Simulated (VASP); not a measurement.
Method: LDA (Ceperley-Alder, Perdew-Zunger), VASP's LDA PAW potentials (set 64) (plane waves; VASP).

VASP ran on this input.

### KPOINTS
```
Automatic mesh
0
G
  14 14 14
0 0 0
```

POSCAR:
```
Ag
1.0
 -1.5908334248   1.5908334248   1.5908334248
  1.5908334248  -1.5908334248   1.5908334248
  1.5908334248   1.5908334248  -1.5908334248
Ag
1
Cart
  1.5908334248   1.5908334248   1.5908334248
```

### INCAR
```
! general
SYSTEM  = Ag
PREC    = Accurate
ENCUT   = 400
LREAL   = F
LASPH   = T

! electronic loop
EDIFF   = 1E-6
NELM    = 100
ALGO    = Normal
LMAXMIX = 4

! smearing
ISMEAR  = 1
SIGMA   = 0.1

! ions
IBRION  = 2
NSW     = 60
ISIF    = 3
EDIFFG  = -0.01

! output
LWAVE   = F
LCHARG  = F
```

POTCAR, in this order: Ag (LDA.64 set). Program: vasp_std.

### Question
What does the run give for the energy per atom (σ→0), volume per atom, band gap (on the k-mesh)?

### Answer

energy per atom (σ→0): -3.730 eV/atom
band gap (on the k-mesh): none (metal, semimetal or under 0.01 eV)
volume per atom: 16.07 Å³/atom

**OSZICAR**
```
...
   2 F= -.37306687E+01 E0= -.37303305E+01  d E =0.856332E-06
       N       E                     dE             d eps       ncg     rms          rms(c)
DAV:   1    -0.373141021467E+01   -0.74157E-03   -0.13136E-02  1887   0.141E+00    0.173E-01
DAV:   2    -0.373071664074E+01    0.69357E-03   -0.32008E-03  1888   0.615E-01    0.567E-02
DAV:   3    -0.373070263426E+01    0.14006E-04   -0.23221E-05  1979   0.478E-02    0.368E-02
DAV:   4    -0.373069816668E+01    0.44676E-05   -0.57355E-06  1939   0.199E-02    0.147E-03
DAV:   5    -0.373069816965E+01   -0.29625E-08   -0.41378E-08   974   0.227E-03
   3 F= -.37306982E+01 E0= -.37303478E+01  d E =-.286491E-04
```

The structure comes from a computed database's Ag entry (Im-3m); how it stands against other phases isn't given here. This run relaxes it. Symmetry was kept, so distortions that lower it aren't found. The start is the result of an earlier pass.
